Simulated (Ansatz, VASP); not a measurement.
## Two plane-wave programs on GaBAs2

File INCAR:

```
SYSTEM = GaBAs2
PREC = Accurate
ENCUT = 520
EDIFF = 1E-6
ISMEAR = -1
SIGMA = 0.02
LREAL = .False.
LASPH = .True.
NELM = 100
ALGO = Normal
ISIF = 2
LWAVE = .False.
LCHARG = .False.
GGA = PE
NBANDS = 21
```

The input KPOINTS:

```
regular mesh
0
Gamma
  8 8 6
  0 0 0
```

The input POSCAR:

```
GaBAs2
1.0
    3.6615741104      0.0000000000      0.0000000000
    0.0000000000      3.6615741104      0.0000000000
    0.0000000000      0.0000000000      5.3547502617
B As Ga
1 2 1
Direct
    0.0000000000      0.0000000000      0.0000000000
    0.0000000000      0.5000000000      0.2139711070
    0.5000000000      0.0000000000      0.7860288930
    0.5000000000      0.5000000000      0.5000000000
```

Input for Ansatz:

```yaml
crystal:
  lattice:
    - [3.6615741104, 0.0, 0.0]
    - [0.0, 3.6615741104, 0.0]
    - [0.0, 0.0, 5.3547502617]
  atoms:
    - { symbol: B, position: [0.0, 0.0, 0.0] }
    - { symbol: As, position: [0.0, 0.5, 0.213971107] }
    - { symbol: Ga, position: [0.5, 0.5, 0.5] }
    - { symbol: As, position: [0.5, 0.0, 0.786028893] }
kpoints:
  mp_grid: { grid: [8, 8, 6] }
  band_path:
    path:
      - [[0.0, 0.0, 0.0], [0.0, 0.5, 0.0], [0.5, 0.5, 2.165182864599e-33], [0.0, 0.0, 0.0], [5.927467019033e-50, 0.0, 0.5], [5.927467019033e-50, 0.5, 0.5], [0.5, 0.5, 0.5], [5.927467019033e-50, 0.0, 0.5]]
      - [[0.0, 0.5, 0.0], [5.927467019033e-50, 0.5, 0.5]]
      - [[0.5, 0.5, 2.165182864599e-33], [0.5, 0.5, 0.5]]
    npoints: 10
hamiltonian:
  xc: pbe
scf:
  occupations: { method: fermi_dirac, width: 0.02 }
  n_extra_bands: 5
output:
  forces: true
  stress: true
  eigenvalues: true
```

The cell was built by a generator and needn't be a form met in nature.

Alike in both runs: task single point; functional PBE; k mesh 8 × 8 × 6; occupations fermi-dirac, width 0.02 eV; no spin polarisation.

|  | VASP | Ansatz |
| --- | --- | --- |
| version | VASP 6.6.1 | Ansatz 0.2.0 |
| potentials or method | VASP PAW PBE potentials, release 64 (B, As, Ga_d) | plane waves, PAW |
| plane-wave cutoff (eV) | 520 | 420 |
| valence electrons in the cell | 26 | 46 |

Ansatz gave:

| Property | Result |
| --- | --- |
| pressure (GPa) | 2.5 |
| largest component of the traceless stress (GPa) | 0.39 |
| rms of the force components (eV/Å) | 0.089 |

**Question.** Which values does VASP return?

**Answer.** Pressure (GPa): 2.8; largest component of the traceless stress (GPa): 0.39; rms of the force components (eV/Å): 0.085.

The two sets of potentials don't hold the same shells in valence.
